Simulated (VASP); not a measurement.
Consider the following.

```
CELL_PARAMETERS angstrom
      1.62197    -2.80933     0.00000
      1.62197     2.80933     0.00000
      0.00000     0.00000     5.15056
ATOMIC_POSITIONS crystal
  Zr 0.33333 0.66667 0.25000
  Zr 0.66667 0.33333 0.75000
```

Method: r2SCAN meta-GGA, VASP's PBE PAW potentials (set 64) (plane waves; VASP 6.6.1). Run with 480 eV cut-off, 12×12×8 Γ-centred mesh, first-order Methfessel-Paxton smearing of 0.10 eV, potentials Zr_sv.

Energy and stress use the plane-wave basis of the starting cell.

The ions, cell shape and volume at an external pressure of 10.0 GPa are relaxed. Predict the relaxed structure.

```
CELL_PARAMETERS angstrom
      1.57450    -2.72712     0.00000
      1.57450     2.72712     0.00000
      0.00000     0.00000     4.99974
ATOMIC_POSITIONS crystal
  Zr 0.33333 0.66667 0.25000
  Zr 0.66667 0.33333 0.75000
```
Space group P6_3/mmc (194), at a tolerance of 0.03 Å.

How do energy and volume change from the first to the last step?

The energy (σ→0) changes by +60.0 meV/atom and the volume by -8.5 %, in 4 ionic steps.

The compound is Zr in the hcp structure. This run relaxes it under an external pressure of 10 GPa. Symmetry was kept, so distortions that lower it aren't found.
